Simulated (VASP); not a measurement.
Energy against volume of Sr (fcc). Calculation: revPBE GGA, VASP's PBE PAW potentials (set 64) (plane waves; VASP). Settings: 520 eV cut-off, 10×10×10 Γ-centred mesh, first-order Methfessel-Paxton smearing of 0.10 eV, potentials Sr_sv.

| V (Å³/atom) | E (eV/atom) |
|---|---|
| 56.111 | -1.47625 |
| 57.847 | -1.47735 |
| 59.582 | -1.47525 |
| 61.317 | -1.47026 |

Task: Fit these four points and predict the energy of the run at 54.376 Å³/atom.

Result: A cubic in V^(−2/3), the third-order Birch-Murnaghan form, passes through the four points with V0 = 57.55 Å³/atom and B0 = 10 GPa, and gives -1.4716 eV/atom there. The run gave -1.4716 eV/atom, +0.1 meV/atom from the fit; all five points give B0 = 10 GPa.

The compound is Sr in the fcc structure. It was relaxed first.
